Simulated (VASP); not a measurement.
```yaml
crystal:
  lattice:
    - [3.20412, 0.00000, 0.00000]
    - [-1.60206, 2.77484, 0.00000]
    - [0.00000, 0.00000, 13.14321]
  atoms:
    - { symbol: Mo, position: [0.00000, 0.00000, 0.25976] }
    - { symbol: Mo, position: [0.00000, 0.00000, 0.74024] }
    - { symbol: Se, position: [0.66667, 0.33333, 0.86957] }
    - { symbol: Se, position: [0.33333, 0.66667, 0.13043] }
    - { symbol: S, position: [0.33333, 0.66667, 0.37574] }
    - { symbol: S, position: [0.66667, 0.33333, 0.62426] }
```

Method: PBEsol GGA, VASP's PBE PAW potentials (set 64) (plane waves; VASP). Settings: 400 eV cut-off, 18×18×4 Γ-centred mesh, Gaussian smearing of 0.010 eV, potentials Mo_sv Se S.

Without a dispersion term in the relaxation, distances and binding between the weakly bound layers, chains or molecules are unreliable, and so is what depends on them.

Task: Give the direction-averaged independent-particle dielectric function (no local fields, no excitons; a broadening of 0.1 eV leaves a tail below the gap, and fine structure carries the noise of the k-mesh).

Result: 
```tsv
ħω (eV)	ε₁	ε₂
0.00	14.10	0.00
0.40	14.30	0.00
0.80	14.96	0.00
1.20	16.38	0.00
1.60	19.67	0.66
2.00	20.69	5.39
2.50	17.89	14.24
2.90	9.95	17.96
3.30	7.19	14.42
3.70	7.05	12.84
4.10	5.27	15.49
4.50	3.92	11.94
5.00	1.56	15.67
5.40	-0.83	12.97
5.80	-2.87	10.41
6.20	-2.64	7.29
6.60	-2.45	6.63
7.00	-1.48	3.96
7.50	-0.40	4.17
7.90	0.47	3.52
8.30	0.22	5.00
8.70	0.48	4.81
9.10	0.19	5.49
9.60	-0.14	4.92
```
ε₂ peaks at 1.9 eV (height 8.7), 2.7 eV (height 24.1), 4.1 eV (height 15.5), 5.0 eV (height 15.7); ε₁(0) averages 14.10, so the electronic refractive index below the gap tends to √14.10 = 3.76.

The structure comes from a computed database's MoSeS entry (P-3m1); how it stands against other phases isn't given here. It was relaxed first, which changed the volume by -6 %.
